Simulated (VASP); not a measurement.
Output of a VASP run:

**OSZICAR**
```
       N       E                     dE             d eps       ncg     rms          rms(c)
DAV:   1     0.148791936455E+03    0.14879E+03   -0.94837E+03   826   0.143E+03
DAV:   2     0.215891237857E+01   -0.14663E+03   -0.14400E+03   854   0.350E+02
DAV:   3    -0.736432529528E+01   -0.95232E+01   -0.94297E+01  1082   0.975E+01
DAV:   4    -0.757885455059E+01   -0.21453E+00   -0.21446E+00  1018   0.158E+01
DAV:   5    -0.758673919768E+01   -0.78846E-02   -0.78844E-02  1146   0.282E+00    0.710E+00
DAV:   6    -0.752757607382E+01    0.59163E-01   -0.10110E-01  1180   0.383E+00    0.439E+00
DAV:   7    -0.751926094660E+01    0.83151E-02   -0.61971E-02  1112   0.219E+00    0.584E-01
DAV:   8    -0.751790384565E+01    0.13571E-02   -0.10280E-02  1070   0.127E+00    0.236E-01
DAV:   9    -0.751797357396E+01   -0.69728E-04   -0.56745E-04   974   0.263E-01    0.625E-02
DAV:  10    -0.751797090563E+01    0.26683E-05   -0.20991E-05  1096   0.671E-02    0.203E-02
DAV:  11    -0.751797117704E+01   -0.27141E-06   -0.31104E-06   872   0.211E-02
   1 F= -.10304593E+01 E0= -.10303812E+01  d E =-.103046E+01
       N       E                     dE             d eps       ncg     rms          rms(c)
DAV:   1    -0.749915565286E+01    0.18815E-01   -0.56433E-02  1028   0.475E+00    0.255E-01
DAV:   2    -0.749760728944E+01    0.15484E-02   -0.32214E-03   998   0.122E+00    0.844E-02
DAV:   3    -0.749734196819E+01    0.26532E-03   -0.10438E-03  1046   0.624E-01    0.140E-02
DAV:   4    -0.749734368622E+01   -0.17180E-05   -0.23332E-05   836   0.469E-02    0.150E-02
DAV:   5    -0.749734614086E+01   -0.24546E-05   -0.40624E-06   980   0.225E-02    0.564E-03
DAV:   6    -0.749734653777E+01   -0.39691E-06   -0.35866E-07   430   0.939E-03
   2 F= -.10303730E+01 E0= -.10303124E+01  d E =0.862820E-04
       N       E                     dE             d eps       ncg     rms          rms(c)
DAV:   1    -0.751281762098E+01   -0.15471E-01   -0.28199E-02  1016   0.337E+00    0.180E-01
DAV:   2    -0.751205427379E+01    0.76335E-03   -0.15948E-03   998   0.856E-01    0.595E-02
DAV:   3    -0.751192030597E+01    0.13397E-03   -0.52012E-04  1034   0.440E-01    0.971E-03
DAV:   4    -0.751191906046E+01    0.12455E-05   -0.11553E-05   830   0.332E-02    0.105E-02
DAV:   5    -0.751191797953E+01    0.10809E-05   -0.18105E-06   758   0.157E-02    0.368E-03
DAV:   6    -0.751191765966E+01    0.31987E-06   -0.42405E-07   430   0.105E-02
   3 F= -.10304749E+01 E0= -.10304021E+01  d E =-.156329E-04
```

### OUTCAR
```
------------------------ aborting loop because EDIFF is reached ----------------------------------------
  FORCE on cell =-STRESS in cart. coord.  units (eV):
  Direction    XX          YY          ZZ          XY          YZ          ZX
  --------------------------------------------------------------------------------------
  Total        6.4833138      6.4833138      6.4833138     -0.0000000      0.0000000      0.0000000
  in kB      200.0577357    200.0577357    200.0577357     -0.0000000      0.0000000      0.0000000
  external PRESSURE =       0.0577357 kB  Pullay stress =     200.0000000 kB
  volume of cell :       51.92
      direct lattice vectors                 reciprocal lattice vectors
    -0.000000000  2.961016036  2.961016036    -0.168860956  0.168860956  0.168860956
     2.961016036  0.000000000  2.961016036     0.168860956 -0.168860956  0.168860956
     2.961016036  2.961016036  0.000000000     0.168860956  0.168860956 -0.168860956
  FREE ENERGIE OF THE ION-ELECTRON SYSTEM (eV)
  ---------------------------------------------------
  free  energy   TOTEN  =        -7.5119176597 eV

  energy  without entropy=       -7.5117719618  energy(sigma->0) =       -7.51184481
  enthalpy is  TOTEN    =        -1.0304749417 eV   P V=        6.4814427179

 reached required accuracy - stopping structural energy minimisation
```
(Selected blocks of OUTCAR.)

**POSCAR**
```
PbTe
1
    0.0000000000     2.9619399684     2.9619399684
    2.9619399684     0.0000000000     2.9619399684
    2.9619399684     2.9619399684    -0.0000000000
Te Pb
1 1
Direct
  0.5000000000   0.5000000000   0.5000000000
  1.0000000000   0.0000000000   0.0000000000
```

**Question.** Write an INCAR and KPOINTS that could have produced this output.

**Answer.** Several could match; the one computed here: the input of the run itself, PBEsol GGA, plane waves, VASP's PBE PAW potentials (set 64).

File KPOINTS:
```
Automatic mesh
0
Gamma
8 8 8
0 0 0
```

**INCAR**
```
# general
SYSTEM  = PbTe
PREC    = Accurate
ENCUT   = 500
LREAL   = F
LASPH   = T

# electronic loop
EDIFF   = 1E-6
NELM    = 100
ALGO    = Normal
LMAXMIX = 4

# smearing
ISMEAR  = 0
SIGMA   = 0.05

# functional
GGA     = PS

# ions
IBRION  = 2
NSW     = 40
ISIF    = 3
EDIFFG  = -0.02
PSTRESS = 200

# output
LWAVE   = F
LCHARG  = F
```

POTCAR, in this order: Te Pb_d (PBE.64 set). Program: vasp_std.

The compound is PbTe in the rock salt structure. This run relaxes it under an external pressure of 20 GPa. Symmetry was kept, so distortions that lower it aren't found.
